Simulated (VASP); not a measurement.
Output of a VASP run:

**OSZICAR**
```
       N       E                     dE             d eps       ncg     rms          rms(c)
DAV:   1    -0.662592228754E+03   -0.66259E+03   -0.85586E+00   332   0.811E+00    0.407E+00
DAV:   2    -0.662612543489E+03   -0.20315E-01   -0.13468E-01   356   0.915E-01    0.242E+00
DAV:   3    -0.662593372234E+03    0.19171E-01   -0.17695E-02   366   0.376E-01    0.131E+00
DAV:   4    -0.662588250105E+03    0.51221E-02   -0.48248E-03   344   0.183E-01    0.701E-01
DAV:   5    -0.662586734874E+03    0.15152E-02   -0.13248E-03   360   0.107E-01    0.372E-01
DAV:   6    -0.662586333980E+03    0.40089E-03   -0.37170E-04   360   0.542E-02    0.199E-01
DAV:   7    -0.662586214397E+03    0.11958E-03   -0.85953E-05   360   0.304E-02    0.106E-01
DAV:   8    -0.662586182470E+03    0.31926E-04   -0.23534E-05   246   0.141E-02    0.583E-02
DAV:   9    -0.662586172753E+03    0.97178E-05   -0.59827E-06   216   0.890E-03
   1 F= -.66258617E+03 E0= -.66258617E+03  d E =-.620443E-11
```

**OUTCAR**
```
------------------------ aborting loop because EDIFF is reached ----------------------------------------
  volume of cell :      365.00
      direct lattice vectors                 reciprocal lattice vectors
     7.146555159  0.000000000  0.000000000     0.139927556  0.000000000  0.000000000
     0.000000000  7.146555159  0.000000000     0.000000000  0.139927556  0.000000000
     0.000000000  0.000000000  7.146555159     0.000000000  0.000000000  0.139927556
 POSITION                                       TOTAL-FORCE (eV/Angst)
 -----------------------------------------------------------------------------------
      3.57282      7.14623      0.00022         0.007078      0.004097     -0.003674
      4.46828      0.88315      0.88316        -0.031348      0.007640      0.010691
      5.36010      1.78681      7.14092        -0.011011      0.005484      0.002203
      6.26439      2.67867      0.88285        -0.009449      0.026781      0.011730
      5.36029      7.14134      1.78683        -0.003631      0.003385      0.001959
      6.26435      0.88301      2.67902        -0.010153      0.008935      0.020312
      7.14626      0.00057      0.00074        -0.002187      0.012011      0.003413
      0.89523      0.89545      0.89584        -0.006591     -0.002186      0.000279
      1.78690      1.78818      0.00780         0.002532      0.000286     -0.000198
      2.68456      2.68451      0.90207        -0.003557      0.005786      0.000399
      3.57279      3.57456      0.00194         0.003794     -0.004431      0.000308
      4.46321      4.46356      0.90044        -0.006313     -0.003841     -0.002865
      5.35882      5.35999      0.00577        -0.009771     -0.000806     -0.001723
      6.25200      6.25204      0.89465        -0.007202     -0.005687      0.006208
      1.78714      0.00743      1.78873         0.006539      0.001171     -0.005207
      2.68437      0.90215      2.68513        -0.003414     -0.006397     -0.005040
      3.58548      1.78340      1.78337         0.015032     -0.035298     -0.035596
      4.58798      2.56334      2.56209        -0.056839      0.072465      0.059047
      5.36626      3.56276      1.78118         0.032895     -0.024480     -0.027372
      6.24702      4.46331      2.68353        -0.004783     -0.002537      0.001800
      3.57270      0.00191      3.57443         0.001443      0.008809      0.006692
      4.46254      0.90093      4.46332        -0.002974     -0.000047     -0.001217
      5.36549      1.78209      3.56230         0.035076     -0.031617     -0.011524
      6.24624      2.68402      4.46296        -0.000654     -0.005780      0.000431
      5.35829      0.00607      5.35964        -0.002679     -0.000884      0.001234
      6.25137      0.89467      6.25171         0.002441     -0.001125      0.005452
      7.14607      3.57346      0.00020         0.004649     -0.003240     -0.000590
      0.88463      4.46847      0.88632         0.008266     -0.017848      0.010502
      1.78570      5.36091      7.14356         0.006978      0.002475      0.002073
      2.67831      6.26339      0.88557         0.009969     -0.015955      0.021228
      0.00686      1.78764      1.78782        -0.001600     -0.005298     -0.005502
      0.90008      2.68484      2.68536         0.002854      0.004793      0.001692
      1.78460      3.58411      1.78669        -0.042363     -0.003619     -0.037012
      2.57565      4.57649      2.58175         0.175235     -0.156085      0.196841
      3.56368      5.36583      1.78421         0.000682      0.039030     -0.036827
      4.46277      6.24904      2.68379        -0.008868     -0.005194      0.000356
      7.14624      7.14624      3.57375        -0.000807     -0.002260      0.002683
      0.88369      0.88532      4.46903         0.006985      0.014668     -0.025691
      1.78346      1.78583      3.58511        -0.033596     -0.032919      0.002751
      2.57038      2.57821      4.58020         0.143840      0.161956     -0.143953
      4.55772      4.56656      4.56461        -0.225587     -0.203547     -0.207879
      5.36138      5.36402      3.58184         0.041295      0.039747      0.009855
      6.25968      6.26152      4.46816        -0.007239     -0.007719     -0.013930
      1.78547      7.14314      5.36141         0.001882      0.000332      0.003975
      2.67797      0.88513      6.26405         0.019121      0.010183     -0.014438
      3.56259      1.78446      5.36577         0.000822     -0.043089      0.033936
      4.46222      2.68381      6.24827        -0.004559      0.010132      0.003660
      5.36048      3.58240      5.36297         0.039251     -0.000855      0.037179
      6.25951      4.46811      6.26148        -0.008691     -0.015541     -0.012637
      7.14104      5.36045      1.78784        -0.002394     -0.003831      0.001950
      0.88361      6.26384      2.67950         0.012360     -0.016394      0.019983
      7.14585      3.57454      3.57448        -0.000209     -0.000037     -0.002599
      0.89681      4.46475      4.46496        -0.000716     -0.010255      0.003559
      1.77984      5.36793      3.56622        -0.038809      0.039912     -0.010340
      2.68158      6.25030      4.46502         0.008524      0.008257     -0.009366
      7.14003      1.78775      5.36034         0.003757      0.001130      0.003243
      0.88267      2.67905      6.26463         0.010106      0.021021     -0.014111
      1.77883      3.56533      5.36894        -0.033513     -0.005201      0.026574
      2.68161      4.46457      6.25057         0.003484     -0.005038      0.000437
      3.57971      5.36657      5.36639         0.001133      0.036386      0.038876
      4.46684      6.26234      6.26224        -0.007601     -0.013763     -0.011551
      0.00268      5.36038      5.36065         0.006070      0.002665     -0.003054
...
```
(Selected blocks of OUTCAR.)

POSCAR:
```
C63O
1
    7.1465551590     0.0000000000     0.0000000000
    0.0000000000     7.1465551590     0.0000000000
    0.0000000000     0.0000000000     7.1465551590
C O
63 1
Direct
  0.4999358332   0.9999546778   0.0000314488
  0.6252358493   0.1235770378   0.1235782542
  0.7500256175   0.2500237534   0.9992121224
  0.8765604697   0.3748201690   0.1235348344
  0.7500524938   0.9992699855   0.2500269896
  0.8765546936   0.1235577831   0.3748684105
  0.9999580637   0.0000796120   0.0001029339
  0.1252676751   0.1252977536   0.1253528888
  0.2500367438   0.2502153017   0.0010917191
  0.3756433373   0.3756364119   0.1262251125
  0.4999319974   0.5001788001   0.0002718843
  0.6245266298   0.6245749222   0.1259958880
  0.7498464732   0.7500097752   0.0008077821
  0.8748273628   0.8748324788   0.1251862627
  0.2500698573   0.0010393045   0.2502924037
  0.3756168864   0.1262361753   0.3757230262
  0.5017075812   0.2495471589   0.2495420395
  0.6419848053   0.3586815190   0.3585069381
  0.7508872658   0.4985285023   0.2492362897
  0.8741301224   0.6245407094   0.3754997559
  0.4999196391   0.0002673215   0.5001605865
  0.6244328389   0.1260644779   0.6245418928
  0.7507797705   0.2493629225   0.4984646308
  0.8740213059   0.3755687579   0.6244909866
  0.7497721818   0.0008492548   0.7499608765
  0.8747382850   0.1251896763   0.8747868263
  0.9999323070   0.5000254867   0.0000286556
  0.1237845352   0.6252623416   0.1240202717
  0.2498685186   0.7501392812   0.9995802127
  0.3747700213   0.8764203301   0.1239158769
  0.0009593665   0.2501394525   0.2501656069
  0.1259465940   0.3756826827   0.3757564454
  0.2497140780   0.5015158660   0.2500066447
  0.3604042231   0.6403771691   0.3612586345
  0.4986574032   0.7508270349   0.2496603742
  0.6244645965   0.8744132139   0.3755361854
  0.9999554588   0.9999555306   0.5000654510
  0.1236523449   0.1238813497   0.6253405507
  0.2495558102   0.2498870766   0.5016554962
  0.3596667620   0.3607627628   0.6408968617
  0.6377504911   0.6389882017   0.6387146868
  0.7502050958   0.7505745796   0.5011978818
  0.8759017523   0.8761593888   0.6252183891
  0.2498366707   0.9995218237   0.7502094325
  0.3747221070   0.1238535109   0.8765131769
  0.4985039051   0.2496948893   0.7508186206
  0.6243878770   0.3755392444   0.8743046990
  0.7500795000   0.5012766064   0.7504276295
  0.8758777343   0.6252113009   0.8761538511
  0.9992280499   0.7500741012   0.2501685052
  0.1236417058   0.8764834573   0.3749361756
  0.9999008903   0.5001766599   0.5001685699
  0.1254887124   0.6247412732   0.6247712668
  0.2490492789   0.7511207029   0.4990131404
  0.3752269340   0.8745895898   0.6247789313
  0.9990874450   0.2501559901   0.7500594010
  0.1235094674   0.3748724462   0.8765941404
  0.2489075309   0.4988884073   0.7512631539
  0.3752316167   0.6247165570   0.8746265015
  0.5009004674   0.7509313398   0.7509058611
  0.6250338359   0.8762735476   0.8762605041
  0.0003748277   0.7500648373   0.7501031204
  0.1249785856   0.8749184435   0.8750075950
  0.4992177202   0.5040552800   0.5029737146
```

Write an INCAR and KPOINTS that could have produced this output.

Several could match; the one computed here: the input of the run itself, HSE06 screened hybrid, plane waves, VASP's PBE PAW potentials (set 64).

### INCAR
```
! general
SYSTEM    =  C63O
PREC      =  Normal
ENCUT     =  400
LREAL     =  Auto
LASPH     =  .True.
ISYM      =  0

! electronic loop
EDIFF     =  1E-5
NELM      =  50
NELMIN    =  4
ALGO      =  Normal

! smearing
ISMEAR    =  0
SIGMA     =  0.05

! functional
GGA       =  PE
LHFCALC   =  .True.
AEXX      =  0.25
HFSCREEN  =  0.2
PRECFOCK  =  Fast

! ions
ISIF      =  0

! output
LWAVE     =  .False.
LCHARG    =  .False.
```

**KPOINTS**
```
Regular mesh
0
Gamma
  1 1 1
0 0 0
```

POTCAR, in this order: C O (PBE.64 set). Program: vasp_gam. Read from the step before: WAVECAR.

The supercell is sampled at Γ alone, which is coarse: total energies, pressure and levels can be off, energies of defects by several tenths of an eV.

The cell is a supercell with a defect, built from C (diamond): O_C. The cell's shape comes from a PBE relaxation. The run is not spin-polarised, so no state with unpaired spins was tried.
